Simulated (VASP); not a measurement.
# OGaCl2H in VASP: settings compared

One molecule, OGaCl2H, is run at these levels: PBE, PBE+TS, r2SCAN+D3(BJ); tasks: single point, relaxation of the atoms, atomic charges, electron localisation function.

Program: VASP 6.6.1. These are calculated values, not measurements. Logs are shortened: lines on timing, memory, paths and dates and some standing lists are left out, and cuts for length are marked.

## 1. The molecule as given

The cell holds a molecule in a box, 5 atoms: a = 12.000 Å, b = 13.000 Å, c = 12.000 Å, α = 90.00°, β = 90.00°, γ = 90.00°.

## 2. Single point, PBE (atoms moved at random, drawn with an rms of 0.05 Å)

Contents of INCAR:

```
ALGO = Normal
EDIFF = 1E-6
ENCUT = 520
GGA = PE
ISIF = 2
ISMEAR = 0
LASPH = True
LCHARG = False
LREAL = False
LWAVE = False
NELM = 80
PREC = Accurate
SIGMA = 0.01
```

Contents of KPOINTS:

```
k-points
0
Gamma
  1 1 1
```

Contents of POSCAR:

```
GaHCl2O
1.0
   12.0000000000      0.0000000000      0.0000000000
    0.0000000000     13.0000000000      0.0000000000
    0.0000000000      0.0000000000     12.0000000000
O Ga Cl H
1 1 2 1
Direct
    0.5158040000      0.5985860000      0.5288690000
    0.5025760000      0.4645170000      0.5103600000
    0.6230250000      0.3659600000      0.5961620000
    0.3800050000      0.4020380000      0.4044760000
    0.4644490000      0.6352250000      0.4864880000
```

Potentials or basis: VASP PAW PBE potentials, release 64 (O, Ga_d, Cl, H).

The run is started by

```console
$ cat potpaw_PBE.64/O/POTCAR potpaw_PBE.64/Ga_d/POTCAR potpaw_PBE.64/Cl/POTCAR potpaw_PBE.64/H/POTCAR > POTCAR
$ mpirun -np 1 vasp_gam > vasp.out
```

OUTCAR:

```text
EDIFF = 1E-6
   ENCUT = 520
   GGA = PE
   ISIF = 2
   ISMEAR = 0
   LASPH = True
   LREAL = False
   NELM = 80
   PREC = Accurate

 ion  position               nearest neighbor table
   1  0.516  0.599  0.529-   5 0.93   2 1.76
   2  0.503  0.465  0.510-   1 1.76   4 2.11   3 2.19
   3  0.623  0.366  0.596-   2 2.19
   4  0.380  0.402  0.404-   2 2.11
   5  0.464  0.635  0.486-   1 0.93

  LATTYP: Found a simple tetragonal cell.
 ALAT       =    12.0000000000
 C/A-ratio  =     1.0833333333

  Lattice vectors:

 A1 = ( -12.0000000000,   0.0000000000,   0.0000000000)
 A2 = (   0.0000000000,   0.0000000000,  12.0000000000)
 A3 = (   0.0000000000,  13.0000000000,   0.0000000000)

Analysis of symmetry for initial positions (statically):
=====================================================================
 Subroutine PRICEL returns:
 Original cell was already a primitive cell.

 Routine SETGRP: Setting up the symmetry group for a
 simple tetragonal supercell.

 Subroutine GETGRP returns: Found  1 space group operations
 (whereof  1 operations were pure point group operations)
 out of a pool of 16 trial point group operations.

The static configuration has the point symmetry C_1 .

Analysis of symmetry for dynamics (positions and initial velocities):
=====================================================================
 Subroutine PRICEL returns:
 Original cell was already a primitive cell.

 Routine SETGRP: Setting up the symmetry group for a
 simple tetragonal supercell.

 Subroutine GETGRP returns: Found  1 space group operations
 (whereof  1 operations were pure point group operations)
 out of a pool of 16 trial point group operations.

The dynamic configuration has the point symmetry C_1 .

 Subroutine INISYM returns: Found  1 space group operations
 (whereof  1 operations are pure point group operations),
 and found     1 'primitive' translations

----------------------------------------------------------------------------------------

                                     Primitive cell

  volume of cell :    1872.0000

  direct lattice vectors                    reciprocal lattice vectors
    12.000000000  0.000000000  0.000000000     0.083333333  0.000000000  0.000000000
     0.000000000 13.000000000  0.000000000     0.000000000  0.076923077  0.000000000
     0.000000000  0.000000000 12.000000000     0.000000000  0.000000000  0.083333333
[... 66 lines left out ...]
   EDIFF  = 0.1E-05   stopping-criterion for ELM
   LREAL  =      F    real-space projection
   EDIFFG = 0.1E-04   stopping-criterion for IOM
   NSW    =      0    number of steps for IOM
   IBRION =     -1    ionic relax: 0-MD 1-quasi-New 2-CG
   NFREE  =      0    steps in history (QN), initial steepest desc. (CG)
   ISIF   =      2    stress and relaxation
   ISYM   =      2    0-nonsym 1-usesym 2-fastsym
   POTIM  = 0.5000    time-step for ionic-motion
   TEBEG  =    0.0;   TEEND  =   0.0 temperature during run
   PSTRESS=    0.0 pullay stress
   NELECT =      34.0000    total number of electrons
   NUPDOWN=      -1.0000    fix difference up-down
   EMIN   =  10.00;   EMAX   =-10.00  energy-range for DOS
   EFERMI =   0.00;   METHOD = LEGACY
   ISMEAR =     0;   SIGMA  =   0.01  broadening in eV -4-tet -1-fermi 0-gaus
   EFERMI_NEDOS =   21; number of points for ismear=-14 and -15
   IALGO  =     38    algorithm
   IMIX   =      4    mixing-type and parameters
     AMIX     =   0.40;   BMIX     =  1.00
     AMIX_MAG =   1.60;   BMIX_MAG =  1.00
  volume/ion in A,a.u.               =     374.40      2526.58
  Fermi-wavevector in a.u.,A,eV,Ry     =   0.430328  0.813201  2.519552  0.185182
  Thomas-Fermi vector in A             =   1.398793
   LORBIT       =      0    0 simple, 1 ext, 2 COOP (PROOUT), +10 PAW based schemes
   GGA     = PE    functional components
   LHFCALC =     F    Hartree Fock is set to
   AEXX    =    0.0000 exact exchange contribution
   IVDW    =     0    specifies the selected vdW correction
   LEPSILON=     F    determine dielectric tensor
   LRPA    =     F    only Hartree local field effects (RPA)
 non-spin polarized calculation
 Gauss-broadening in eV      SIGMA  =   0.01
  energy-cutoff  :      520.00
  volume of cell :     1872.00
 maximum number of plane-waves:     25235
 NGX is ok and might be reduce to    90
   NGX = 45   NGY = 49   NGZ = 45

 number of electron      34.0000000 magnetization

 Free energy of the ion-electron system (eV)
  ---------------------------------------------------
  ext. energy  EPLUGINS =         0.00000000
  ---------------------------------------------------
  free energy    TOTEN  =       -19.92427815 eV

  energy without entropy =      -19.92427815  energy(sigma->0) =      -19.92427815

 E-fermi :  -7.4901     XC(G=0):  -0.8467

 val. band max:       -7.5730592404   @ k =   0.0000   0.0000   0.0000
 cond. band min:      -2.6472659235   @ k =   0.0000   0.0000   0.0000
 fundamental gap:      4.9257933169
 Fermi energy:        -7.4901337286

 k-point     1 :       0.0000    0.0000    0.0000
  band No.  band energies     occupation
      1     -25.2645      2.00000
      2     -21.2656      2.00000
      3     -20.8611      2.00000
      4     -20.3801      2.00000
      5     -20.3214      2.00000
      6     -20.1971      2.00000
[... 13 lines left out ...]
     20      -0.2891      0.00000
     21       0.1668      0.00000

------------------------ aborting loop because EDIFF is reached ----------------------------------------

  FORCE on cell =-STRESS in cart. coord.  units (eV):
  Direction    XX          YY          ZZ          XY          YZ          ZX
  --------------------------------------------------------------------------------------
  -------------------------------------------------------------------------------------
  Total        0.3750877      0.6178531      0.4240313      0.2869341      0.1900820      0.4924237
  in kB        0.3210241      0.5287982      0.3629131      0.2455765      0.1626843      0.4214477
  external PRESSURE =       0.4042451 kB  Pullay stress =       0.0000000 kB

 VOLUME and BASIS-vectors are now :
 -----------------------------------------------------------------------------
  energy-cutoff  :      520.00
  volume of cell :     1872.00
      direct lattice vectors                 reciprocal lattice vectors
    12.000000000  0.000000000  0.000000000     0.083333333  0.000000000  0.000000000
     0.000000000 13.000000000  0.000000000     0.000000000  0.076923077  0.000000000
     0.000000000  0.000000000 12.000000000     0.000000000  0.000000000  0.083333333

 POSITION                                       TOTAL-FORCE (eV/Angst)
 -----------------------------------------------------------------------------------
      6.18965      7.78162      6.34643         1.686443     -0.958907      1.418099
      6.03091      6.03872      6.12432         0.858657     -0.728524      0.530791
      7.47630      4.75748      7.15394        -0.646683      0.545617     -0.425917
      4.56006      5.22649      4.85371        -0.241980     -0.172909     -0.183426
      5.57339      8.25792      5.83786        -1.656437      1.314722     -1.339548
 -----------------------------------------------------------------------------------
    total drift:                               -0.000566     -0.000234      0.001289

  FREE ENERGIE OF THE ION-ELECTRON SYSTEM (eV)
  ---------------------------------------------------
  free  energy   TOTEN  =       -19.9242781518 eV

  energy  without entropy=      -19.9242781518  energy(sigma->0) =      -19.92427815
```

OSZICAR:

```text
N       E                     dE             d eps       ncg     rms          rms(c)
DAV:   1     0.317869745572E+03    0.31787E+03   -0.10243E+04    50   0.102E+03
DAV:   2     0.119007787702E+03   -0.19886E+03   -0.18669E+03    52   0.197E+02
DAV:   3    -0.570699704308E+00   -0.11958E+03   -0.11796E+03    63   0.115E+02
[... 17 lines left out ...]
DAV:  21    -0.199242516106E+02   -0.19003E-04   -0.38176E-07    36   0.584E-03    0.110E-03
DAV:  22    -0.199242706564E+02   -0.19046E-04   -0.13310E-06    39   0.555E-03    0.947E-04
DAV:  23    -0.199242749785E+02   -0.43221E-05   -0.11161E-07    36   0.357E-03    0.460E-04
DAV:  24    -0.199242772704E+02   -0.22919E-05   -0.82672E-08    31   0.198E-03    0.180E-04
DAV:  25    -0.199242781518E+02   -0.88139E-06   -0.32568E-08    31   0.212E-03
   1 F= -.19924278E+02 E0= -.19924278E+02  d E =-.770114E-32
```

stdout:

```text
POSCAR found type information on POSCAR O GaClH
 POSCAR found :  4 types and       5 ions
 scaLAPACK will be used
 LDA part: xc-table for (Slater+PW92), standard interpolation
 POSCAR, INCAR and KPOINTS ok, starting setup
 FFT: planning ... GRIDC
 FFT: planning ... GRID_SOFT
 FFT: planning ... GRID
 WAVECAR not read
 entering main loop
```

It took 97 s on 1 thread of Intel Xeon 6975P-C (Granite Rapids), shared host; peak memory 1.2 GiB.

What came out:

* Free energy: -19.9243 eV
* Largest force: 2.503 eV/Å
* Gap between the frontier levels: 4.93 eV

Forces in eV/Å, atoms in the order of the input:
```
O    1.686 -0.959  1.418
Ga   0.859 -0.729  0.531
Cl  -0.647  0.546 -0.426
Cl  -0.242 -0.173 -0.183
H   -1.656  1.315 -1.340
```

## 3. Relaxation of the atoms, PBE (atoms moved at random, drawn with an rms of 0.02 Å)

Contents of INCAR:

```
PREC     = Accurate       # precision mode
ENCUT    = 520            # plane-wave cutoff, eV
EDIFF    = 1E-7           # SCF threshold, eV
ISMEAR   = 0              # smearing method
SIGMA    = 0.01           # smearing width, eV
LREAL    = False          # projectors in reciprocal space
LASPH    = True           # aspherical terms in the spheres
NELM     = 60             # most SCF steps
ALGO     = Normal         # electronic algorithm
ISIF     = 2              # what is computed and relaxed
LWAVE    = False          # write WAVECAR
LCHARG   = False          # write CHGCAR
GGA      = PE             # functional
IBRION   = 2              # ionic algorithm
NSW      = 60             # ionic steps
EDIFFG   = -0.005         # ionic threshold
```

Contents of KPOINTS:

```
regular mesh
0
Gamma
  1 1 1
```

Contents of POSCAR:

```
GaHCl2O
1.0
   12.0000000000      0.0000000000      0.0000000000
    0.0000000000     13.0000000000      0.0000000000
    0.0000000000      0.0000000000     12.0000000000
O Ga Cl H
1 1 2 1
Direct
    0.5189090000      0.5977630000      0.5265180000
    0.5071230000      0.4638600000      0.5112170000
    0.6242920000      0.3697980000      0.5941270000
    0.3806990000      0.3983980000      0.4113710000
    0.4620870000      0.6338200000      0.4873320000
```

Potentials or basis: VASP PAW PBE potentials, release 64 (O, Ga_d, Cl, H).

The run is started by

```console
$ cat potpaw_PBE.64/O/POTCAR potpaw_PBE.64/Ga_d/POTCAR potpaw_PBE.64/Cl/POTCAR potpaw_PBE.64/H/POTCAR > POTCAR
$ mpirun -np 1 vasp_gam > vasp.out
```

Run time: 22 min. Hardware: 1 thread of Intel Xeon 6975P-C (Granite Rapids), shared host; peak memory 1.4 GiB.

It converged, with:

```yaml
Free_energy: -20.0212 eV
Energy_gained_by_relaxing: 4.7 meV/atom
Ionic_steps: 30
Largest_force_after_relaxing: 0.004 eV/Å
Gap_between_the_frontier_levels: 5.06 eV
```

Forces in eV/Å, atoms in the order of the input:
```
O    0.000 -0.002  0.000
Ga  -0.004 -0.002  0.000
Cl   0.001  0.001  0.000
Cl   0.002  0.001  0.001
H    0.001  0.001 -0.001
```

The path:
| step | energy change (eV) | largest force (eV/Å) | pressure (GPa) |
| --- | --- | --- | --- |
| 1 | 0.0000 | 1.1588 | 0.08 |
| 2 | 0.1032 | 2.9302 | -0.06 |
| 3 | -0.0160 | 0.5183 | 0.04 |
| 4 | -0.0189 | 0.4656 | 0.00 |
| 5 | -0.0214 | 0.1761 | 0.01 |
| 6 | -0.0230 | 0.0849 | 0.00 |
| 7 | -0.0230 | 0.0846 | 0.00 |
| 8 | -0.0228 | 0.1837 | -0.01 |
| 9 | -0.0230 | 0.0315 | 0.00 |
| 10 | -0.0231 | 0.0246 | -0.01 |
| 11 | -0.0231 | 0.0320 | -0.01 |
| 12 | -0.0232 | 0.0199 | -0.01 |
| 13 | -0.0232 | 0.0226 | -0.01 |
| 14 | -0.0232 | 0.0401 | -0.01 |
| 15 | -0.0232 | 0.0112 | -0.01 |
| 16 | -0.0232 | 0.0073 | -0.01 |
| 17 | -0.0232 | 0.0196 | -0.01 |
| 18 | -0.0232 | 0.0163 | -0.01 |
| 19 | -0.0232 | 0.0080 | 0.00 |
| 20 | -0.0232 | 0.0203 | 0.00 |
| 21 | -0.0232 | 0.0128 | 0.00 |
| 22 | -0.0232 | 0.0082 | 0.00 |
| 23 | -0.0232 | 0.0072 | 0.00 |
| 24 | -0.0232 | 0.0071 | -0.01 |
| 25 | -0.0232 | 0.0076 | -0.01 |
| 26 | -0.0232 | 0.0177 | -0.01 |
| 27 | -0.0233 | 0.0070 | -0.01 |
| 28 | -0.0233 | 0.0068 | -0.01 |
| 29 | -0.0233 | 0.0085 | -0.01 |
| 30 | -0.0233 | 0.0039 | -0.01 |

Final structure:
```yaml
crystal:
  lattice:
    - [12.00000, 0.00000, 0.00000]
    - [0.00000, 13.00000, 0.00000]
    - [0.00000, 0.00000, 12.00000]
  atoms:
    - { symbol: O, position: [0.51934, 0.59896, 0.52777] }
    - { symbol: Ga, position: [0.50770, 0.46322, 0.51118] }
    - { symbol: Cl, position: [0.62484, 0.36891, 0.59447] }
    - { symbol: Cl, position: [0.37967, 0.39735, 0.41075] }
    - { symbol: H, position: [0.46156, 0.63519, 0.48639] }
```

Levels at points of the mesh, in eV from the valence-band top:
```csv
k point,band 13,band 14,band 15,band 16,band 17,band 18,band 19,band 20,band 21
"(0.00, 0.00, 0.00)",-0.85,-0.25,-0.19,-0.07,0.00,5.06,6.10,7.30,7.74
```

## 4. Atomic charges, PBE+TS

Contents of INCAR:

```
ALGO = Normal ; EDIFF = 1E-6
ENCUT = 520 ; GGA = PE
ISIF = 2 ; ISMEAR = 0
IVDW = 2 ; LASPH = T
LCHARG = F ; LORBIT = 11
LREAL = F ; LWAVE = F
NELM = 100 ; PREC = Accurate
SIGMA = 0.01
```

Contents of KPOINTS:

```
k-points
0
Gamma
  1 1 1
```

Contents of POSCAR:

```
GaHCl2O
1.0
   12.0000000000      0.0000000000      0.0000000000
    0.0000000000     13.0000000000      0.0000000000
    0.0000000000      0.0000000000     12.0000000000
O Ga Cl H
1 1 2 1
Direct
    0.5184541700      0.5980269200      0.5274125000
    0.5071208300      0.4634807700      0.5116541700
    0.6222458300      0.3680653800      0.5950625000
    0.3799208300      0.3987269200      0.4106041700
    0.4626458300      0.6351653800      0.4864208300
```

Potentials or basis: VASP PAW PBE potentials, release 64 (O, Ga_d, Cl, H).

The run is started by

```console
$ cat potpaw_PBE.64/O/POTCAR potpaw_PBE.64/Ga_d/POTCAR potpaw_PBE.64/Cl/POTCAR potpaw_PBE.64/H/POTCAR > POTCAR
$ mpirun -np 1 vasp_gam > vasp.out
```

OUTCAR:

```text
EDIFF = 1E-6
   ENCUT = 520
   GGA = PE
   ISIF = 2
   ISMEAR = 0
   IVDW = 2
   LASPH = T
   LORBIT = 11
   LREAL = F
   NELM = 100
   PREC = Accurate
  IVDW =   2

 ion  position               nearest neighbor table
   1  0.518  0.598  0.527-   5 0.96   2 1.76
   2  0.507  0.463  0.512-   1 1.76   3 2.11   4 2.12
   3  0.622  0.368  0.595-   2 2.11
   4  0.380  0.399  0.411-   2 2.12
   5  0.463  0.635  0.486-   1 0.96

  LATTYP: Found a simple tetragonal cell.
 ALAT       =    12.0000000000
 C/A-ratio  =     1.0833333333

[... 217 lines left out ...]
  in kB       0.47026     0.71443     0.25025    -0.09927    -0.03853     0.40330
  external pressure =        0.48 kB  Pullay stress =        0.00 kB

 VOLUME and BASIS-vectors are now :
 -----------------------------------------------------------------------------
  energy-cutoff  :      520.00
  volume of cell :     1872.00
      direct lattice vectors                 reciprocal lattice vectors
    12.000000000  0.000000000  0.000000000     0.083333333  0.000000000  0.000000000
     0.000000000 13.000000000  0.000000000     0.000000000  0.076923077  0.000000000
     0.000000000  0.000000000 12.000000000     0.000000000  0.000000000  0.083333333

 POSITION                                       TOTAL-FORCE (eV/Angst)
 -----------------------------------------------------------------------------------
      6.22145      7.77435      6.32895         0.514583      0.066177      0.398112
      6.08545      6.02525      6.13985        -0.031320     -0.230885     -0.035240
      7.46695      4.78485      7.14075         0.088934     -0.056405      0.066160
      4.55905      5.18345      4.92725        -0.121877     -0.073039     -0.097396
      5.55175      8.25715      5.83705        -0.450320      0.294152     -0.331635
 -----------------------------------------------------------------------------------
    total drift:                                0.001011     -0.000248     -0.000715

  FREE ENERGIE OF THE ION-ELECTRON SYSTEM (eV)
  ---------------------------------------------------
  free  energy   TOTEN  =       -20.0463582362 eV

  energy  without entropy=      -20.0463582362  energy(sigma->0) =      -20.04635824

 total charge

# of ion       s       p       d       tot
------------------------------------------
    1        1.566   3.539   0.000   5.105
    2        0.811   0.802  10.151  11.764
    3        1.603   3.513   0.000   5.116
    4        1.603   3.513   0.000   5.116
    5        0.630   0.131   0.000   0.762
--------------------------------------------------
tot          6.213  11.499  10.151  27.863
```

OSZICAR:

```text
N       E                     dE             d eps       ncg     rms          rms(c)
DAV:   1     0.316263833990E+03    0.31626E+03   -0.10268E+04    50   0.102E+03
DAV:   2     0.864029946394E+02   -0.22986E+03   -0.22632E+03    76   0.197E+02
DAV:   3    -0.148362943597E+02   -0.10124E+03   -0.10101E+03    63   0.121E+02
[... 17 lines left out ...]
DAV:  21    -0.200124294618E+02   -0.28961E-04   -0.10379E-06    31   0.959E-03    0.670E-04
DAV:  22    -0.200124346364E+02   -0.51746E-05   -0.39083E-07    36   0.633E-03    0.542E-04
DAV:  23    -0.200124388609E+02   -0.42244E-05   -0.26076E-07    31   0.311E-03    0.346E-04
DAV:  24    -0.200124405779E+02   -0.17171E-05   -0.10709E-07    31   0.350E-03    0.344E-04
DAV:  25    -0.200124410797E+02   -0.50183E-06   -0.35748E-08    36   0.142E-03
   1 F= -.20046358E+02 E0= -.20046358E+02  d E =-.376647E-12
```

Wall time 1.8 min (1 thread of Intel Xeon 6975P-C (Granite Rapids), shared host); peak memory 1.4 GiB.

What came out:

| Property | Result |
| --- | --- |
| Free energy | -20.0464 eV |
| Largest force | 0.654 eV/Å |
| Gap between the frontier levels | 5.19 eV |
| Valence electrons inside the program's atomic spheres | O 5.11; Ga 11.76; Cl 5.12; H 0.76 |
| Hirshfeld charges | O -0.32; Ga +0.49; Cl -0.15, -0.17; H +0.15 e |
| Dispersion energy per atom | -0.007 eV |

Forces on the atoms (eV/Å):
```
O    0.515  0.066  0.398
Ga  -0.031 -0.231 -0.035
Cl   0.089 -0.056  0.066
Cl  -0.122 -0.073 -0.097
H   -0.450  0.294 -0.332
```

A hybrid or GW would open this gap; PBE tends to underestimate it.

(Continued in part 2 of 2.)
